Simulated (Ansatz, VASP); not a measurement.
## One calculation of ZnPt, two programs

Contents of INCAR:

```
SYSTEM = ZnPt
  PREC = Accurate
  ENCUT = 520
  EDIFF = 1E-7
  ISMEAR = 0
  SIGMA = 0.15
  LREAL = .FALSE.
  LASPH = .TRUE.
  NELM = 100
  ALGO = Normal
  ISIF = 2
  LWAVE = .FALSE.
  LCHARG = .FALSE.
  NBANDS = 18
```

KPOINTS

```
regular mesh
0
G
  16 16 14
  0 0 0
```

File POSCAR:

```
ZnPt
1.0
    2.8640000000     -0.0286400000      0.0000000000
   -0.0286400000      2.8640000000      0.0000000000
    0.0000000000      0.0000000000      3.5100000000
Zn Pt
1 1
Direct
    0.5000000000      0.5000000000      0.5000000000
    0.0000000000      0.0000000000      0.0000000000
```

Input for Ansatz:

```yaml
crystal:
  lattice:
    - [2.864, -0.02864, 0.0]
    - [-0.02864, 2.864, 0.0]
    - [0.0, 0.0, 3.51]
  atoms:
    - { symbol: Zn, position: [0.5, 0.5, 0.5] }
    - { symbol: Pt, position: [0.0, 0.0, 0.0] }
basis:
  ecutwfc: 420
kpoints:
  mp_grid: { grid: [16, 16, 14] }
hamiltonian:
  xc: lda
scf:
  occupations: { method: gaussian, width: 0.15 }
output:
  forces: true
  stress: true
  eigenvalues: true
```

Change from the starting cell: strain -0.0200 x Voigt [0, 0, 0, 0, 0, 1], atoms carried along.

Alike in both runs: task single point; functional LDA; k mesh 16 × 16 × 14; occupations gaussian, width 0.15 eV; no spin polarisation.

```csv
,VASP,Ansatz
version,VASP 6.6.1,Ansatz 0.2.0
potentials or method,"VASP PAW LDA potentials, release 64 (Zn, Pt)","scalar-relativistic, plane waves, PAW"
plane-wave cutoff (eV),520,420
valence electrons in the cell,22,30
```

|  | VASP | Ansatz | Ansatz less VASP |
| --- | --- | --- | --- |
| gap on the k mesh at the Fermi level (eV) | none | none | - |
| pressure (GPa) | -9.9 | -10.9 | -1.00 |
| largest component of the traceless stress (GPa) | 1.04 | 1.02 | -0.021 |

A gap of «none» marks a metal or a gap that the smearing closes. The two sets of potentials don't hold the same shells in valence.

The runs have no spin-orbit coupling, so splittings on Pt are missing.
